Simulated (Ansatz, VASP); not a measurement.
# Cross-check of CaH2Se2 between VASP and Ansatz

Aim: how closely do two programs agree when they are given the same cell, functional and k mesh? The cell is invented: As first built, before any earlier steps moved the atoms (in the runner's words): Se for O in the CaH2O2 structure of space group P-3m1. It may not be a known or stable phase. The two relaxations start from unlike cells of this crystal (the structure described is Ansatz's start), so only their ends are compared.

Main program and level: Ansatz 0.2.0; plane waves, with VASP 6.6.1 beside it; relaxation of cell and atoms at PBE.

## 1. The structure

Symmetry: P-3m1, No. 164, trigonal system. Conventional cell: a = 4.112 Å, b = 4.112 Å, c = 5.539 Å, α = 90.00°, β = 90.00°, γ = 120.00°. Ca has 6 Se at 2.72 Å nearest. Nearest to H lie 1 Se at 1.11 Å. Nearest to Se lie 1 H at 1.11 Å and 3 Ca at 2.72 Å. It derives from CaH2O2. As first built, before any earlier steps moved the atoms (in the runner's words): Se for O in the CaH2O2 structure of space group P-3m1. Farther neighbours and most contacts between anions are not listed.

## 2. Ansatz: relaxation of cell and atoms, PBE

Ansatz runs on its default PAW (the set named soft_2) files.

The relaxed volume is the usual yardstick between codes: in a stiff, nearly cubic crystal its relative difference is about their pressure difference at one cell divided by the bulk modulus.

input.yaml

```yaml
crystal:
  lattice:
    - [4.1123089635, 0.0, 0.0]
    - [-2.0561544818, 3.5613640306, 0.0]
    - [0.0, 0.0, 5.5393652386]
  atoms:
    - { symbol: Ca, position: [0.0, 0.0, 0.0] }
    - { symbol: H, position: [0.6666666667, 0.3333333333, 0.56084618] }
    - { symbol: H, position: [0.3333333333, 0.6666666667, 0.43915382] }
    - { symbol: Se, position: [0.6666666667, 0.3333333333, 0.76108397] }
    - { symbol: Se, position: [0.3333333333, 0.6666666667, 0.23891603] }
kpoints:
  mp_grid: { grid: [6, 6, 4] }
scf:
  occupations: { method: gaussian, width: 0.03 }
hamiltonian:
  xc: pbe
output:
  forces: true
  stress: true
relax:
  f_tol: 0.02
  max_steps: 60
  cell: {}
```

Launch:

```bash
$ ansatz run input.yaml --threads 2 --pin off --max-ram 4096MiB --backend cpu --events-out ev --progress --plain --runs-dir out
```

Numbers of over 12 decimals in the logs are rounded to 6 here.

What it wrote:

```text
Engine: ansatz 0.2.0, x86_64-unknown-linux-gnu
Pseudopotentials: kind: paw
Pseudopotential: Ca, paw, valence charge 10, recommended cutoff 420 eV (normal), Ca.paw.azcp
Pseudopotential: H, paw, valence charge 1, recommended cutoff 420 eV (normal), H.paw.azcp
Pseudopotential: Se, paw, valence charge 16, recommended cutoff 420 eV (normal), Se.paw.azcp
Functional definition: PBE
  parameter kappa = 0.804
  parameter beta = 0.066725
  exchange = pbe_x(kappa = kappa, mu = beta*pi^2/3)
  correlation = pbe_c(beta = beta)
Crystal: 5 atoms, lattice volume = 81.126 Å³
Basis set: ecut = 420 eV, 1579 PW (Γ), exchange–correlation on 60×60×80 points (8 copies of the dense FFT grid, shifted against one another)
Bands: 27, of which v1, the nominal top of the filled ones, is band 22 counted from 1 (21 counted from 0)
Symmetry: 12 space group operations
Space group: P-3m1 (ITA 164), of the structure as read, at distance tolerance 4.3e-5 Å
k-points: 24 of 144
Non-local potential: Ca, projectors of the file, l = 0: 3, l = 1: 2, l = 2: 2
Non-local potential: H, projectors of the file, l = 0: 2, l = 1: 1
Non-local potential: Se, projectors of the file, l = 0: 2, l = 1: 2, l = 2: 3, l = 3: 1
PAW form: soft (Blöchl's): semilocal exchange-correlation on the pseudo side does not see the compensation charge
PAW one-centre angular grid: Ca, 110 points (default); XC on 64 Gauss nodes
PAW one-centre angular grid: H, 110 points (default); XC on 64 Gauss nodes
PAW one-centre angular grid: Se, 590 points (default); XC on 64 Gauss nodes
Initial density: superposition of atomic densities (neutral atoms: chi_scale 0, normalization atom), corrected by the library's trained network
Initial wavefunctions: pseudopotential atomic-orbital guess
Functional: x = pbe(κ = 0.804, μ = 0.219515), c = pbe(β = 0.066725)
SCF iter   1: F=—  HF=-12784.331483 eV  |F-HF|=—  |Δ(HF+E_count)|=         —  Δρ=3.07e-3  dr2=5.59e-3  ethr=1.77e-3  ⟨swp⟩=8.1  Hψ=3304  notcnv=0
preconditioner: auto → Resta (q_TF=auto, 2.464 Å⁻¹)  ε∞=3.3  [insulator: Δε(μ)=2.533 eV  Ē_g=10.872 eV  σ=0.030 eV  W_gap=1.00  n_scr=22 (ndim 8)  ℏωp=16.5 eV  f_vac=0.053  D(μ)=0.00/eV (n_scr^D=0)  ε∞_Penn≈3.3]
SCF iter   2: F=—  HF=-12784.331765 eV  |F-HF|=—  |Δ(HF+E_count)|=   2.81e-4  Δρ=1.48e-3  dr2=7.33e-4  ethr=1.27e-5  ⟨swp⟩=2.0  Hψ=1121  notcnv=0  defer=24
SCF iter   3: F=—  HF=-12784.332880 eV  |F-HF|=—  |Δ(HF+E_count)|=   1.12e-3  Δρ=3.39e-4  dr2=8.63e-5  ethr=1.67e-6  ⟨swp⟩=2.0  Hψ=1187  notcnv=0  defer=24
SCF iter   4: F=—  HF=-12784.332966 eV  |F-HF|=—  |Δ(HF+E_count)|=   8.56e-5  Δρ=1.30e-4  dr2=1.15e-5  ethr=1.96e-7  ⟨swp⟩=2.0  Hψ=1152  notcnv=0  defer=24
SCF iter   5: F=—  HF=-12784.332970 eV  |F-HF|=—  |Δ(HF+E_count)|=   4.62e-6  Δρ=4.68e-5  dr2=1.67e-6  ethr=2.61e-8  ⟨swp⟩=2.0  Hψ=1152  notcnv=0  defer=24
SCF iter   6: F=-12784.332971 eV  HF=-12784.332971 eV  |F-HF|=6.60e-8  |Δ(HF+E_count)|=   6.83e-7  Δρ=9.05e-6  dr2=4.88e-8  ethr=2.27e-10  ⟨swp⟩=3.3  Hψ=2900  notcnv=0
SCF 1 converged in 6 iterations: F = -12784.332971 eV  dr2 = 4.88e-8
  greatest PAW one-centre occupation: 1.000 electrons in one spin orbital (limit 2), on the Se atom at site 4 (counted from 0), in its partial waves of l = 2
relax step   1: F+E_penalty+E_count = -12784.33297115 eV  Δ(F+E_penalty+E_count) = +0.000e0 eV  max|allowed force component| = 1.920e1 eV/Å  Δτ_max = 0.0000 Å  P = +42.099 GPa  Ω = 81.126 Å³  (6 SCF iters, dr2 threshold 1.00e-7 eV, accepted)
[...]
relax step  11: F+E_penalty+E_count = -12790.52242261 eV  Δ(F+E_penalty+E_count) = -7.820e-4 eV  max|allowed force component| = 2.332e-2 eV/Å  Δτ_max = 0.0406 Å  P = +0.034 GPa  Ω = 120.140 Å³  energy of the carried Pulay correction = -1.112e-3 eV  (7 SCF iters, dr2 threshold 3.19e-8 eV, accepted)
[...]
relax step  12: F+E_penalty+E_count = -12790.52245659 eV  Δ(F+E_penalty+E_count) = -3.398e-5 eV  max|allowed force component| = 2.705e-3 eV/Å  Δτ_max = 0.0077 Å  P = +0.006 GPa  Ω = 120.496 Å³  energy of the carried Pulay correction = -1.204e-3 eV  (6 SCF iters, dr2 threshold 4.25e-8 eV, accepted)
[...]
relax step  13: F+E_penalty+E_count = -12790.52239418 eV  Δ(F+E_penalty+E_count) = +6.241e-5 eV  max|allowed force component| = 5.854e-4 eV/Å  Δτ_max = 0.0063 Å  P = +0.005 GPa  Ω = 120.806 Å³  energy of the carried Pulay correction = -1.286e-3 eV  (8 SCF iters, accepted)
[...]
relax step  14: F+E_penalty+E_count = -12790.52381204 eV  Δ(F+E_penalty+E_count) = -1.418e-3 eV  max|allowed force component| = 2.134e-3 eV/Å  Δτ_max = 0.0000 Å  P = +0.006 GPa  Ω = 120.806 Å³  stress off target by 1.08e-2 GPa  SCF on the basis re-selected at this cell (its energy is not comparable with the rows above)  (9 SCF iters)
basis re-selected at this cell: Δ(F+E_penalty+E_count) = -1.418e-3 eV, ΔP = +0.001 GPa vs the last step (what re-selecting the basis moved, of the pressure what is left beyond the Pulay correction that the steps carried, after the strain that the cell walked since its last selection, with what the two solves' SCF thresholds leave and, on support functions, any second-order correction that the steps lacked; it is no m [...]
SCF converged after 9 iterations
Free energy (F): -12790.523812 eV
Harris-Foulkes:  -12790.523812 eV  (|F-HF|=1.09e-11)
Internal energy: -12790.523812 eV  (E = F + TS)
E sigma→0 (E₀):  -12790.523812 eV
Fermi energy:    4.340651 eV
--- Per-component energies (eV) ---
  E_band       = -1075.780079
  E_kinetic    = 540.949221
  E_local      = -7055.104204  (includes V_loc(G=0)·N_el)
  E_nonlocal   = -1125.827388
  E_hartree    = 3290.660492
  E_xc         = -363.555582
  E_vxc        = -390.514456  (∫ρ·V_xc dr)
  E_paw        = -4681.350055  (= ΣΔE_a)
  E_vpaw       = 373.399653  (= ΣTr[D̂ρ^β])
  E_aug_tail   = -0.003763  (compensation charges beyond the density's cutoff)
  E_ewald      = -3396.292533
  E_smearing   = -0.000000  (= −TS)
  E_closure    = 0.000000  (closes the sum)
  Σ components = -12790.523812   (vs F -12790.523812, Δ=0.00e0)
--- Forces (eV/Å), atoms counted from 1 ---
  atom   1  Ca    -0.00000000     0.00000000     0.00000000
  atom   2  H      0.00000000    -0.00000000     0.00125886
  atom   3  H     -0.00000000     0.00000000    -0.00125886
  atom   4  Se     0.00000000    -0.00000000    -0.00213403
  atom   5  Se    -0.00000000     0.00000000     0.00213403
  max |Σ_I F_I| component: 1.15e-18 eV/Å
--- Stress (GPa, compression-positive) ---
        0.003369      -0.000000       0.000000
       -0.000000       0.003369      -0.000000
        0.000000      -0.000000       0.010755
  P = ⅓ Tr σ = 0.0058 GPa (0.058 kbar)
--- Relaxed structure (12 steps of the walk, 12 accepted, 2 SCFs on fresh bases) ---
  F+E_penalty+E_count = -12790.52381204 eV   max|allowed force component| = 2.134e-3 eV/Å   (the final SCF, on the basis selected at the relaxed cell)
  cell:  # Å, volume = 120.8056 Å³
    - [4.626727, 3.2478828495873945e-11, 3.973352711560974e-17]
    - [-2.313364, 4.006863, 3.973352711560967e-17]
    - [5.3521882928081655e-17, 9.270262054969352e-17, 6.516415]
  atoms:
    - { symbol: Ca, position: [0, 0, 5.030178483034948e-19] }
    - { symbol: H, position: [0.666667, 0.333333, 0.565785] }
    - { symbol: H, position: [0.333333, 0.666667, 0.434215] }
    - { symbol: Se, position: [0.666667, 0.333333, 0.792467] }
    - { symbol: Se, position: [0.333333, 0.666667, 0.207533] }
```

Reading the cycles: dr2 is the Hartree energy of the density residual (eV), the measure of convergence; HF is the Harris–Foulkes estimate of the energy, which meets the free energy F at convergence.

## 3. VASP: relaxation of cell and atoms, PBE

Its own start cell and the same functional, mesh and smearing now go to VASP, with its own data sets.

Lines of VASP's logs that name or quote its potential files are left out, and so is its time.

INCAR

```
SYSTEM = CaH2Se2
PREC = Accurate
ENCUT = 500
EDIFF = 1E-07
NELM = 120
ISMEAR = 0
SIGMA = 0.03
LREAL = .FALSE.
ALGO = Normal
GGA = PE
NBANDS = 18
LORBIT = 11
LWAVE = .FALSE.
LCHARG = .FALSE.
ISIF = 3
IBRION = 2
NSW = 80
EDIFFG = -0.005
LASPH = .TRUE.
GGA_COMPAT = .FALSE.
NELMIN = 4
EFERMI = MIDGAP
KPAR = 2
```

POSCAR

```
CaH2Se2
1.0
    4.6178927245      0.0000000718      0.0000000000
   -2.3089457386      3.9992122901      0.0000000000
    0.0000000000      0.0000000000      6.3870353866
Ca H Se
1 2 2
Direct
    0.0000000000      0.0000000000      0.0000000000
    0.6666664578      0.3333332397      0.5558835564
    0.3333332991      0.6666667603      0.4441164436
    0.6666664578      0.3333332397      0.7876527797
    0.3333332991      0.6666667603      0.2123472203
```

KPOINTS

```
Automatic mesh
0
Gamma
6 6 4
0 0 0
```

The projector-augmented-wave data sets are Ca_sv, H and Se (PBE family, release 64).

Launch:

```bash
$ mpirun -np 2 vasp_std
```

What it wrote:

```text
[banner, memory and clock lines left out]
running    2 mpi-ranks, on    1 nodes
 distrk:  each k-point on    1 cores,    2 groups
 distr:  one band on    1 cores,    1 groups

 POSCAR found type information on POSCAR CaH Se
 POSCAR found :  3 types and       5 ions
 LDA part: xc-table for (Slater+PW92), standard interpolation
 POSCAR, INCAR and KPOINTS ok, starting setup
 FFT: planning ... GRIDC
 FFT: planning ... GRID_SOFT
 FFT: planning ... GRID
 WAVECAR not read
 entering main loop
       N       E                     dE             d eps       ncg     rms          rms(c)
DAV:   1     0.148469384577E+03    0.14847E+03   -0.10382E+04   864   0.112E+03
DAV:   2    -0.106681321535E+02   -0.15914E+03   -0.15632E+03  1092   0.245E+02
DAV:   3    -0.193919050817E+02   -0.87238E+01   -0.87015E+01  1246   0.578E+01
DAV:   4    -0.198848849882E+02   -0.49298E+00   -0.49276E+00  1534   0.976E+00
DAV:   5    -0.198885591809E+02   -0.36742E-02   -0.36739E-02  1234   0.965E-01    0.653E+00
DAV:   6    -0.195384293156E+02    0.35013E+00   -0.47853E-01   956   0.285E+00    0.407E+00
DAV:   7    -0.194423611246E+02    0.96068E-01   -0.43698E-01  1116   0.315E+00    0.741E-01
DAV:   8    -0.194457746217E+02   -0.34135E-02   -0.27040E-02  1156   0.803E-01    0.127E-01
DAV:   9    -0.194476450068E+02   -0.18704E-02   -0.20458E-03  1044   0.299E-01    0.788E-02
DAV:  10    -0.194483117369E+02   -0.66673E-03   -0.58587E-04  1154   0.132E-01    0.236E-02
DAV:  11    -0.194484292881E+02   -0.11755E-03   -0.12633E-04  1028   0.658E-02    0.741E-03
DAV:  12    -0.194484442679E+02   -0.14980E-04   -0.16791E-05  1156   0.212E-02    0.299E-03
DAV:  13    -0.194484477146E+02   -0.34467E-05   -0.37056E-06  1048   0.997E-03    0.136E-03
DAV:  14    -0.194484480998E+02   -0.38527E-06   -0.79653E-07  1104   0.412E-03    0.451E-04
DAV:  15    -0.194484481908E+02   -0.90993E-07   -0.41387E-08   906   0.132E-03
   1 F= -.19448448E+02 E0= -.19448448E+02  d E =-.194484E+02
[... from here on, the cycles between the ionic steps are left out ...]
   2 F= -.19448621E+02 E0= -.19448621E+02  d E =-.172647E-03
   3 F= -.19448652E+02 E0= -.19448652E+02  d E =-.203693E-03
  14 F= -.19449008E+02 E0= -.19449008E+02  d E =-.472311E-04
  15 F= -.19449045E+02 E0= -.19449045E+02  d E =-.363803E-04
  16 F= -.19449137E+02 E0= -.19449137E+02  d E =-.128919E-03
  17 F= -.19449249E+02 E0= -.19449249E+02  d E =-.240179E-03
  18 F= -.19449175E+02 E0= -.19449175E+02  d E =-.166371E-03
  19 F= -.19449267E+02 E0= -.19449267E+02  d E =-.258894E-03
  20 F= -.19449279E+02 E0= -.19449279E+02  d E =-.121824E-04
  21 F= -.19449287E+02 E0= -.19449287E+02  d E =-.198406E-04
  22 F= -.19449307E+02 E0= -.19449307E+02  d E =-.197503E-04
 trial-energy change:   -0.000020  1 .order   -0.000019   -0.000026   -0.000013
 step:   1.8640(harm=  1.8640)  dis= 0.00319  next Energy=   -19.449313 (dE=-0.258E-04)
 bond charge predicted
       N       E                     dE             d eps       ncg     rms          rms(c)
DAV:   1    -0.194494492488E+02   -0.14237E-03   -0.58590E-03   952   0.591E-01    0.592E-02
DAV:   2    -0.194493474255E+02    0.10182E-03   -0.28858E-04  1146   0.134E-01    0.343E-02
DAV:   3    -0.194493148480E+02    0.32577E-04   -0.17995E-04  1424   0.888E-02    0.113E-02
DAV:   4    -0.194493136660E+02    0.11820E-05   -0.15725E-05  1142   0.278E-02    0.648E-03
DAV:   5    -0.194493133351E+02    0.33089E-06   -0.20854E-06  1444   0.778E-03    0.381E-03
DAV:   6    -0.194493129763E+02    0.35875E-06   -0.29440E-07  1220   0.385E-03    0.184E-03
DAV:   7    -0.194493127355E+02    0.24082E-06   -0.87864E-08   938   0.250E-03    0.493E-04
DAV:   8    -0.194493127040E+02    0.31528E-07   -0.99468E-09   472   0.881E-04
  23 F= -.19449313E+02 E0= -.19449313E+02  d E =-.256016E-04
 curvature:  -7.22 expect dE=-0.472E-05 dE for cont linesearch -0.193E-07
 trial: gam= 0.10438 g(F)=  0.229E-06 g(S)=  0.425E-06 ort =-0.757E-06 (trialstep = 0.113E+01)
 search vector abs. value=  0.283E-05
 reached required accuracy - stopping structural energy minimisation
```

Parts of OUTCAR (step 3):

```text
ion  position               nearest neighbor table
   1  0.000  0.000  0.000-
   2  0.667  0.333  0.556-   4 1.48
   3  0.333  0.667  0.444-   5 1.48
   4  0.667  0.333  0.788-   2 1.48
   5  0.333  0.667  0.212-   3 1.48

  LATTYP: Found a hexagonal cell.
 ALAT       =     4.6178927245
 C/A-ratio  =     1.3831060546

 Subroutine GETGRP returns: Found 12 space group operations
 (whereof 12 operations were pure point group operations)

The static configuration has the point symmetry D_3d.

 Found     24 irreducible k-points:

   k-points           NKPTS =     24   k-points in BZ     NKDIM =     24   number of bands    NBANDS=     18

   dimension x,y,z NGX =    36 NGY =   36 NGZ =   48
   dimension x,y,z NGXF=    72 NGYF=   72 NGZF=   96

   ENCUT  =  500.0 eV  36.75 Ry    6.06 a.u.   8.42  8.42 11.65*2*pi/ulx,y,z

   NELECT =      24.0000    total number of electrons

 k-points in reciprocal lattice and weights: Automatic mesh
   0.00000000  0.00000000  0.00000000       0.007
   0.16666667  0.00000000  0.00000000       0.042
   0.33333333  0.00000000  0.00000000       0.042
   0.50000000  0.00000000  0.00000000       0.021
   0.16666667  0.16666667  0.00000000       0.042
   0.33333333  0.16666667  0.00000000       0.083
   0.33333333  0.33333333  0.00000000       0.014
   0.00000000  0.00000000  0.25000000       0.014
   0.16666667  0.00000000  0.25000000       0.042
[...]
0.33333333  0.16666667  0.50000000       0.083
   0.33333333  0.33333333  0.50000000       0.014

 average (electrostatic) potential at core
       1 -48.9130       2 -37.4325       3 -37.4325       4 -56.9679       5 -56.9679

 E-fermi :   1.3934

 k-point     1 :       0.0000    0.0000    0.0000
  band No.  band energies     occupation
    ...
      8      -3.2434      2.00000
      9      -1.2904      2.00000
     10      -1.2904      2.00000
     11      -0.1278      2.00000
     12      -0.1278      2.00000
     13       2.9146      0.00000
     14       3.4911      0.00000
     15       3.9687      0.00000
     16       4.3691      0.00000
     17       4.3691      0.00000
    ...

 k-point     2 :       0.1667    0.0000    0.0000
  band No.  band energies     occupation
    ...
      8      -3.3964      2.00000
      9      -1.3766      2.00000
     10      -1.2668      2.00000
     11      -0.7356      2.00000
     12      -0.2628      2.00000
     13       3.4364      0.00000
     14       3.5523      0.00000
     15       4.1157      0.00000
     16       4.5816      0.00000
     17       4.8663      0.00000
    ...

 k-point     3 :       0.3333    0.0000    0.0000
  band No.  band energies     occupation
    ...
      8      -3.7375      2.00000
      9      -1.8745      2.00000
     10      -1.2250      2.00000
     11      -1.2077      2.00000
     12      -0.5190      2.00000
     13       3.2497      0.00000
     14       4.0450      0.00000
     15       4.5986      0.00000
     16       4.9200      0.00000
     17       5.7810      0.00000
    ...

  Total       -0.0036965     -0.0036965      0.0040924     -0.0000000      0.0000000      0.0000000
  in kB       -0.0492603     -0.0492603      0.0545368     -0.0000000      0.0000000      0.0000000
  external PRESSURE =      -0.0146612 kB  Pullay stress =       0.0000000 kB

  energy-cutoff  :      500.00
  volume of cell :      120.23
      direct lattice vectors                 reciprocal lattice vectors
     4.628804061  0.000000074  0.000000000     0.216038523  0.124729869  0.000000000
    -2.314401404  4.008661783 -0.000000000    -0.000000004  0.249459806  0.000000000
    -0.000000000 -0.000000000  6.479360147    -0.000000000 -0.000000000  0.154336227

 POSITION                                       TOTAL-FORCE (eV/Angst)
 -----------------------------------------------------------------------------------
      0.00000      0.00000      0.00000         0.000000      0.000000     -0.000000
      2.31440      1.33622      3.64596         0.000000      0.000000     -0.001359
      0.00000      2.67244      2.83340        -0.000000     -0.000000      0.001359
      2.31440      1.33622      5.12558        -0.000000     -0.000000      0.000722
      0.00000      2.67244      1.35378         0.000000      0.000000     -0.000722
 -----------------------------------------------------------------------------------
    total drift:                                0.000529     -0.000000     -0.000000

  FREE ENERGIE OF THE ION-ELECTRON SYSTEM (eV)
  ---------------------------------------------------
  free  energy   TOTEN  =       -19.4493127040 eV

  energy  without entropy=      -19.4493127040  energy(sigma->0) =      -19.44931270

 reached required accuracy - stopping structural energy minimisation

 total charge
# of ion       s       p       d       tot
------------------------------------------
    1        2.032   5.849   0.208   8.090
    2        0.518   0.026   0.000   0.543
    3        0.518   0.026   0.000   0.543
    4        1.434   2.471   0.028   3.933
    5        1.434   2.471   0.028   3.933
--------------------------------------------------
tot          5.935  10.842   0.265  17.042

[... 3 further parts left out ...]
```

## 4. Comparison

Known differences besides the potentials themselves: the data sets hold 44 valence electrons in Ansatz (on its default PAW (the set named soft_2) files) and 24 in VASP; the cutoff is 420 eV in Ansatz and 500 eV in VASP; Ansatz adds a Pulay correction to the stress that steers its cell, VASP none. Total energies have different zeros and are not compared.

Compared:

```tsv
quantity	Ansatz	VASP	difference
volume (Å³)	120.81	120.23	+0.48 %
edge a after relaxation, in the typed setting (Å)	4.627	4.629	-0.05 %
edge c after relaxation, in the typed setting (Å)	6.516	6.479	+0.57 %
```

## 5. Outcome

* difference in edge c after relaxation, in the typed setting (relaxation of cell and atoms, PBE): 0.57 %

What this shows: The difference in edge c after relaxation, in the typed setting is 0.57 % (relaxation of cell and atoms, PBE), within the 1.2 % picked in this series as the mark of a large difference, as far as the stopping tolerances let one tell. The data sets hold unlike numbers of valence electrons (44 in Ansatz and 24 in VASP), so part of the differences comes from the potentials. How closely two codes agree says nothing of how well the functional describes the real material.

[Lines on the potential files, build, host, timing and source positions are cut from VASP's logs without a mark.]

[Logs are printed without paths, hosts, clocks, repeated set-up lines and the standing remarks that a program may print on its own settings, such as how far it seeks lower states.]

[Hosts, paths, dates, database ids (printed as entryN), source tags and the programs' standing remarks are cut or masked in the printed files.]
